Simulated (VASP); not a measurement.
**BP: GW quasiparticle gap**

Wanted: how far GW moves the Kohn-Sham levels of BP. The cell is of the zinc-blende type, one of the forms listed for this formula. The start is a cell from a database of measured crystal structures.

Main program and level: VASP 6.6.1; PBE; plane waves and PAW (B_GW, P_GW), in the first sound run; inputs show where later runs differ.

Report form: the programs' logs are mostly left out.

### 1. The starting structure

Symmetry: F-43m, No. 216, cubic system. The conventional cell has a = 4.538 Å, b = 4.538 Å, c = 4.538 Å, α = 90.00°, β = 90.00°, γ = 90.00°. B has 4 P at 1.97 Å nearest. Nearest to P lie 4 B at 1.97 Å. Farther neighbours are not listed.

### 2. Ground state, k-mesh 4×4×4

The orbitals come from a self-consistent PBE run with a tight EDIFF and a narrow smearing. KPOINTS_OPT adds the bands along a path, which shows whether the mesh holds the band edges.

Input file INCAR:

```
SYSTEM = BP
PREC = Accurate
ENCUT = 340
EDIFF = 1E-08
NELM = 100
ISMEAR = 0
SIGMA = 0.01
LREAL = .FALSE.
ALGO = Normal
GGA = PE
NBANDS = 10
LORBIT = 11
LWAVE = .TRUE.
LCHARG = .FALSE.
KPAR = 8
```

Input file POSCAR:

```
BP
1.0
    0.0000000000      2.2690000000      2.2690000000
    2.2690000000      0.0000000000      2.2690000000
    2.2690000000      2.2690000000      0.0000000000
B P
1 1
Direct
    0.0000000000      0.0000000000      0.0000000000
    0.2500000000      0.2500000000      0.2500000000
```

Input file KPOINTS:

```
Automatic mesh
0
Gamma
4 4 4
0 0 0
```

Input file KPOINTS_OPT:

```
Line mode
12
Line-mode
Reciprocal
  0.00000000   0.00000000   0.00000000 GAMMA
  0.50000000   0.00000000   0.50000000 X

  0.50000000   0.00000000   0.50000000 X
  0.50000000   0.25000000   0.75000000 W

  0.50000000   0.25000000   0.75000000 W
  0.37500000   0.37500000   0.75000000 K

  0.37500000   0.37500000   0.75000000 K
  0.00000000   0.00000000   0.00000000 GAMMA

  0.00000000   0.00000000   0.00000000 GAMMA
  0.50000000   0.50000000   0.50000000 L

  0.50000000   0.50000000   0.50000000 L
  0.62500000   0.25000000   0.62500000 U

  0.62500000   0.25000000   0.62500000 U
  0.50000000   0.25000000   0.75000000 W

  0.50000000   0.25000000   0.75000000 W
  0.50000000   0.50000000   0.50000000 L

  0.50000000   0.50000000   0.50000000 L
  0.37500000   0.37500000   0.75000000 K

  0.62500000   0.25000000   0.62500000 U
  0.50000000   0.00000000   0.50000000 X
```

Potentials, in the order of the species: B_GW and P_GW (PBE family, release 64).

On the command line:

```
$ mpirun -np 8 vasp_std
```

Run time: 3.6 s. Hardware: 8 MPI ranks of Intel Xeon Platinum 8259CL at 2.50GHz (Skylake/Cascade Lake), shared host; peak memory 0.94 GiB; 24 s of CPU time.

This step gave:

```
free energy (TOTEN)               : -12.73 eV
Fermi energy                      : 7.231 eV
pressure                          : 1.638 GPa
least gap on mesh and path        : 1.218 eV
least direct gap on mesh and path : 3.386 eV
```

The highest empty bands on the path are converged less tightly, to about 0.1 eV. The electronic bands at the labelled points (eV, zero at the valence-band top; v1 is the highest filled band, c1 the lowest empty one):

| point | v3 | v2 | v1 | c1 | c2 | c3 | c4 |
| --- | --- | --- | --- | --- | --- | --- | --- |
| Γ | 0.00 | 0.00 | 0.00 | 3.39 | 3.39 | 3.39 | 7.37 |
| 0.45 of the way | -3.20 | -2.49 | -2.49 | 1.96 | 5.45 | 7.19 | 7.19 |
| X | -8.59 | -4.12 | -4.12 | 1.31 | 1.64 | 12.08 | 12.08 |
| 0.45 of the way | -8.41 | -4.83 | -4.77 | 2.63 | 3.09 | 10.49 | 11.26 |
| W | -8.07 | -5.69 | -5.48 | 5.32 | 6.74 | 7.23 | 7.43 |
| 0.55 of the way | -8.12 | -6.10 | -4.30 | 3.31 | 6.07 | 8.63 | 9.45 |
| K | -8.17 | -6.24 | -3.51 | 2.13 | 5.98 | 9.71 | 10.59 |
| 0.55 of the way | -4.43 | -3.46 | -0.88 | 4.62 | 4.78 | 5.80 | 8.29 |
| Γ | 0.00 | 0.00 | 0.00 | 3.39 | 3.39 | 3.39 | 7.37 |
| 0.45 of the way | -4.31 | -1.00 | -1.00 | 4.01 | 4.66 | 4.66 | 9.39 |
| L | -9.05 | -1.76 | -1.76 | 3.77 | 4.69 | 4.69 | 10.12 |
| 0.45 of the way | -8.67 | -3.89 | -2.45 | 3.40 | 6.26 | 6.37 | 9.96 |
| U | -8.17 | -6.24 | -3.51 | 2.13 | 5.98 | 9.71 | 10.59 |
| 0.45 of the way | -8.12 | -6.10 | -4.30 | 3.31 | 6.07 | 8.63 | 9.45 |
| W | -8.07 | -5.69 | -5.48 | 5.32 | 6.74 | 7.23 | 7.43 |
| 0.45 of the way | -8.37 | -4.83 | -3.35 | 4.24 | 5.30 | 8.75 | 9.57 |
| L | -9.05 | -1.76 | -1.76 | 3.77 | 4.69 | 4.69 | 10.12 |
| 0.55 of the way | -8.52 | -4.51 | -2.66 | 3.13 | 6.85 | 7.08 | 9.41 |
| K | -8.17 | -6.24 | -3.51 | 2.13 | 5.98 | 9.71 | 10.59 |
| jump to U | -8.17 | -6.24 | -3.51 | 2.13 | 5.98 | 9.71 | 10.59 |
| 0.55 of the way | -8.50 | -4.94 | -3.99 | 1.59 | 2.76 | 11.45 | 11.70 |
| X | -8.59 | -4.12 | -4.12 | 1.31 | 1.64 | 12.08 | 12.08 |

Of the projections kept (B, P), the largest for each band there; the rest of the weight can lie on other orbitals:

| point | v3 | v2 | v1 | c1 | c2 | c3 | c4 |
| --- | --- | --- | --- | --- | --- | --- | --- |
| Γ | P 0.54 | P 0.54 | P 0.54 | P 0.74 | P 0.74 | P 0.74 | B 0.52 |
| X | B 0.56 | P 0.59 | P 0.59 | P 0.57 | P 0.75 | P 0.54 | P 0.54 |
| W | B 0.60 | P 0.67 | P 0.56 | B 0.58 | P 1.00 | B 0.55 | P 0.70 |
| K | B 0.57 | P 0.62 | P 0.59 | P 0.64 | P 0.61 | P 0.59 | P 0.62 |
| Γ | P 0.54 | P 0.54 | P 0.54 | P 0.74 | P 0.74 | P 0.74 | B 0.52 |
| L | P 0.53 | P 0.58 | P 0.58 | P 0.60 | P 0.72 | P 0.72 | B 0.73 |

The cell has a gap of 1.22 eV on mesh and path.

### 3. Empty bands, k-mesh 4×4×4

ALGO = Exact makes the empty bands from the converged ground state in one step. LOPTICS writes the k-derivatives of the orbitals (WAVEDER), which give the long-wavelength limit of the screening.

Input file INCAR:

```
SYSTEM = BP
PREC = Accurate
ENCUT = 340
ISMEAR = 0
SIGMA = 0.01
LREAL = .FALSE.
GGA = PE
NBANDS = 56
ALGO = Exact
NELM = 1
LWAVE = .TRUE.
LCHARG = .FALSE.
LOPTICS = .TRUE.
NEDOS = 1000
CSHIFT = 0.1
```

POSCAR is that of step 2.

KPOINTS is that of step 2.

On the command line:

```
$ mpirun -np 8 vasp_std
```

Elapsed: 1.8 s, on 8 MPI ranks; peak memory 0.84 GiB.

The gap is read on the k-mesh alone, so it is an upper bound where the band edges lie off the mesh.

A gap read on the k-mesh alone can miss the band edges.

This step gave:

```yaml
gap_on_the_k_mesh: 1.314 eV
least_direct_gap_on_the_k_mesh: 3.386 eV
```

WAVECAR now holds 56 bands for 8 electrons. Its independent-particle dielectric tensor has xx, yy, zz = 14.1, 14.1, 14.1 on this mesh, which isn't tested for convergence in mesh or bands and lacks local fields.

### 4. G0W0, k-mesh 4×4×4

This step: G0W0 on PBE; plane waves and PAW (B_GW, P_GW) (VASP 6.6.1).

One pass of GW corrects the levels to first order, with G and W from the starting orbitals.

Input file INCAR:

```
SYSTEM = BP
PREC = Accurate
ENCUT = 340
ISMEAR = 0
SIGMA = 0.01
LREAL = .FALSE.
GGA = PE
NBANDS = 56
ALGO = EVGW0
NELMGW = 1
ENCUTGW = 100
NOMEGA = 48
PRECFOCK = Fast
NBANDSGW = 16
LWAVE = .FALSE.
LCHARG = .FALSE.
```

POSCAR is that of step 3.

KPOINTS is that of step 3.

On the command line:

```
$ mpirun -np 8 vasp_std
```

The job ended after 5.8 s (8 MPI ranks; peak memory 0.89 GiB).

Numbers from this step:

```yaml
quasiparticle_gap_on_the_mesh: 1.836 eV
smallest_direct_quasiparticle_gap_on_the_mesh: 4.195 eV
gap_of_the_starting_orbitals_on_the_mesh: 1.314 eV
```

GW takes the gap from 1.314 to 1.836 eV. The mesh misses a band edge: at the starting level the path gave a gap 0.10 eV smaller. The value holds for 56 bands, ENCUTGW = 100 eV and this mesh, and isn't shown to be converged in them.

### 5. Ground state, k-mesh 6×6×6

This step: PBE; plane waves and PAW (B_GW, P_GW) (VASP 6.6.1).

The orbitals come from a self-consistent PBE run. EDIFF is tight for accurate orbitals, and a narrow smearing avoids fractional occupations.

Input file INCAR:

```
SYSTEM = BP
PREC = Accurate
ENCUT = 340
EDIFF = 1E-08
NELM = 100
ISMEAR = 0
SIGMA = 0.01
LREAL = .FALSE.
ALGO = Normal
GGA = PE
NBANDS = 10
LORBIT = 11
LWAVE = .TRUE.
LCHARG = .FALSE.
KPAR = 8
```

POSCAR is that of step 4.

Input file KPOINTS:

```
Automatic mesh
0
Gamma
6 6 6
0 0 0
```

On the command line:

```
$ mpirun -np 8 vasp_std
```

Wall time 2.2 s (8 MPI ranks); peak memory 0.93 GiB.

The cell has a gap of 1.33 eV on this mesh.

The run ends at a pressure of 0.63 GPa.

### 6. Empty bands, k-mesh 6×6×6

The empty bands are made again, for the run that follows.

Input file INCAR:

```
SYSTEM = BP
PREC = Accurate
ENCUT = 340
ISMEAR = 0
SIGMA = 0.01
LREAL = .FALSE.
GGA = PE
NBANDS = 56
ALGO = Exact
NELM = 1
LWAVE = .TRUE.
LCHARG = .FALSE.
LOPTICS = .TRUE.
NEDOS = 1000
CSHIFT = 0.1
```

POSCAR is that of step 5.

KPOINTS is that of step 5.

On the command line:

```
$ mpirun -np 8 vasp_std
```

Wall time 2.4 s (8 MPI ranks); peak memory 0.87 GiB; 14 s of CPU time.

### 7. G0W0, k-mesh 6×6×6

This step: G0W0 on PBE; plane waves and PAW (B_GW, P_GW) (VASP 6.6.1).

The mesh goes to 6×6×6.

Input file INCAR:

```
SYSTEM = BP
PREC = Accurate
ENCUT = 340
ISMEAR = 0
SIGMA = 0.01
LREAL = .FALSE.
GGA = PE
NBANDS = 56
ALGO = EVGW0
NELMGW = 1
ENCUTGW = 100
NOMEGA = 48
PRECFOCK = Fast
NBANDSGW = 16
LWAVE = .FALSE.
LCHARG = .FALSE.
```

POSCAR is that of step 6.

KPOINTS is that of step 6.

On the command line:

```
$ mpirun -np 8 vasp_std
```

The job ended after 27 s (8 MPI ranks; peak memory 1.1 GiB; 3.5 min of CPU time).

The gap is now 1.883 eV, +47 meV against the GW run before.

### 8. Ground state, k-mesh 8×8×8

This step: PBE; plane waves and PAW (B_GW, P_GW) (VASP 6.6.1).

Many-body steps start from the orbitals of a self-consistent run, here PBE. EDIFF is tight for accurate orbitals, and a narrow smearing avoids fractional occupations.

Input file INCAR:

```
SYSTEM = BP
PREC = Accurate
ENCUT = 340
EDIFF = 1E-08
NELM = 100
ISMEAR = 0
SIGMA = 0.01
LREAL = .FALSE.
ALGO = Normal
GGA = PE
NBANDS = 10
LORBIT = 11
LWAVE = .TRUE.
LCHARG = .FALSE.
KPAR = 8
```

POSCAR is that of step 7.

Input file KPOINTS:

```
Automatic mesh
0
Gamma
8 8 8
0 0 0
```

On the command line:

```
$ mpirun -np 8 vasp_std
```

Wall time 2.4 s (8 MPI ranks); peak memory 0.93 GiB.

The cell has a gap of 1.27 eV on this mesh.

For the gap on the k-mesh, step 5 gave 1.33 eV; this run, with k-mesh 8×8×8, gives 1.27 eV.

### 9. Empty bands, k-mesh 8×8×8

Input file INCAR:

```
SYSTEM = BP
PREC = Accurate
ENCUT = 340
ISMEAR = 0
SIGMA = 0.01
LREAL = .FALSE.
GGA = PE
NBANDS = 56
ALGO = Exact
NELM = 1
LWAVE = .TRUE.
LCHARG = .FALSE.
LOPTICS = .TRUE.
NEDOS = 1000
CSHIFT = 0.1
```

POSCAR is that of step 8.

KPOINTS is that of step 8.

On the command line:

```
$ mpirun -np 8 vasp_std
```

Elapsed: 3 s, on 8 MPI ranks; peak memory 0.91 GiB.

### 10. G0W0, k-mesh 8×8×8

This step: G0W0 on PBE; plane waves and PAW (B_GW, P_GW) (VASP 6.6.1).

The mesh goes to 8×8×8.

Input file INCAR:

```
SYSTEM = BP
PREC = Accurate
ENCUT = 340
ISMEAR = 0
SIGMA = 0.01
LREAL = .FALSE.
GGA = PE
NBANDS = 56
ALGO = EVGW0
NELMGW = 1
ENCUTGW = 100
NOMEGA = 48
PRECFOCK = Fast
NBANDSGW = 16
LWAVE = .FALSE.
LCHARG = .FALSE.
```

POSCAR is that of step 9.

KPOINTS is that of step 9.

On the command line:

```
$ mpirun -np 8 vasp_std
```

Run time: 87 s. Hardware: 8 MPI ranks; peak memory 1.6 GiB.

The gap is now 1.862 eV, -21 meV against the GW run before.

### 11. Summary

This step: GW series: G0W0 on PBE; plane waves and PAW (VASP 6.6.1).

Derived from the runs above.

Cost is wall time times ranks on a shared host, with the step that makes the empty bands. GW runs:

| level | bands | ENCUTGW (eV) | NOMEGA | k mesh | starting gap (eV) | quasiparticle gap (eV) | direct gap (eV) | cost (core minutes) |
| --- | --- | --- | --- | --- | --- | --- | --- | --- |
| G0W0 | 56 | 100 | 48 | 4x4x4 | 1.314 | 1.836 | 4.195 | 1.01 |
| G0W0 | 56 | 100 | 48 | 6x6x6 | 1.332 | 1.883 | 4.233 | 3.92 |
| G0W0 | 56 | 100 | 48 | 8x8x8 | 1.271 | 1.862 | 4.238 | 12 |

### 12. What came out

```json
{
 "G0W0 on PBE, 56 bands, ENCUTGW 100 eV, NOMEGA 48, mesh 8×8×8": "1.271 → 1.862 eV",
 "G0W0 on PBE, 56 bands, ENCUTGW 100 eV, NOMEGA 48, mesh 4×4×4": "1.314 → 1.836 eV"
}
```

**Reading.** G0W0 gives a quasiparticle gap of 1.862 eV on the mesh, 0.59 eV over the PBE gap on the same mesh. On mesh and path the starting valence top lies at Γ and the conduction bottom at (0.409, 0, 0.409), so the starting gap is indirect. The steps of the series move the gap by +47, -21 meV; the last costs 3.1 times the one before. The last step lies within a tolerance of 30 meV, picked for this account, and the last two together move the gap by +27 meV. Gaps are read on each mesh, so part of the change can come from which k points the mesh holds. Bands and response cutoff weren't varied, and band edges off the mesh aren't seen. Not tabulated here, as repeats of values shown or as unfit to read for their mesh, reference level or band range: eps2 curves (empty bands); eps1 curves and static values (empty bands); gaps (empty bands).

[Lines on the potential files, build, host, timing and source positions are cut from VASP's logs without a mark.]

[Logs are printed without paths, hosts, clocks, repeated set-up lines and the standing remarks that a program may print on its own settings, such as how far it seeks lower states.]

[Hosts, paths, dates, database ids (printed as entryN), source tags and the programs' standing remarks are cut or masked in the printed files.]

[Pressures printed for these runs are not shown converged in the cutoff: they can be off by several GPa and have the wrong sign.]
